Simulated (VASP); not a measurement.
Here is the system:

```yaml
crystal:
  lattice:
    - [0.00000, 2.76340, 2.76340]
    - [2.76340, 0.00000, 2.76340]
    - [2.76340, 2.76340, 0.00000]
  atoms:
    - { symbol: Cd, position: [0.00000, 0.00000, 0.00000] }
    - { symbol: Se, position: [0.50000, 0.50000, 0.50000] }
```

These are PBEsol GGA, VASP's PBE PAW potentials (set 64) (plane waves; VASP 6.6.1) values and carry that method's errors. Settings: 500 eV cut-off, 11×11×11 Γ-centred mesh, first-order Methfessel-Paxton smearing of 0.10 eV, potentials Cd Se.

Problem. Predict the energy per atom (σ→0), pressure, band gap (on the k-mesh) with the smallest direct gap where there is one.

Solution. 
```json
{
  "band gap (on the k-mesh)": "none (metal, semimetal or under 0.01 eV)",
  "energy per atom (σ→0)": "-2.976 eV/atom",
  "pressure": "4.98 GPa"
}
```

Only differences to runs with the same potentials and settings are physical.

The structure was generated: CdSe was put into the rock salt type (Fm-3m), which need not be its known phase. It was relaxed first under an external pressure of 5 GPa.
